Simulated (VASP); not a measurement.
Method: PBEsol GGA, VASP's PBE PAW potentials (set 64) (plane waves; VASP).

The input files of a VASP run:

INCAR:
```
SYSTEM = Cl
PREC = Accurate; ENCUT = 480; LREAL = .FALSE.
LASPH = .TRUE.
EDIFF = 1E-7; NELM = 100; ALGO = Normal
ISMEAR = 1; SIGMA = 0.1
GGA = PS
IBRION = 2; NSW = 40; ISIF = 3
EDIFFG = -0.01; PSTRESS = 100
LWAVE = .FALSE.; LCHARG = .FALSE.
```

File KPOINTS:
```
Automatic
0
Gamma
 10 10 4
0 0 0
```

**POSCAR**
```
Cl
1
    3.5988465054     0.0000000000     0.0000000000
   -1.7994232527     3.1166931318    -0.0000000000
    0.0000000000     0.0000000000     7.4928097900
Cl
4
Direct
  0.0000000000   0.0000000000   0.0000000000
  0.0000000000   0.0000000000   0.5000000000
  0.3333330000   0.6666670000   0.2500000000
  0.6666670000   0.3333330000   0.7500000000
```

POTCAR, in this order: Cl (PBE.64 set). Program: vasp_std.

Problem. What will the output report for the number of irreducible k-points (NKPTS), number of bands (NBANDS), largest plane-wave count, number of space-group operations, FFT grid (NGX, NGY, NGZ)?

Solution. 
```
Property                                      Result
--------------------------------------  ------------
number of irreducible k-points (NKPTS)            42
number of bands (NBANDS)                          18
largest plane-wave count                        2030
number of space-group operations                  24
FFT grid (NGX, NGY, NGZ)                28 × 28 × 54
```

The structure was generated: Cl was put into the dhcp type (P6_3/mmc), which need not be its known phase. This run relaxes it under an external pressure of 10 GPa. Symmetry was kept, so distortions that lower it aren't found.
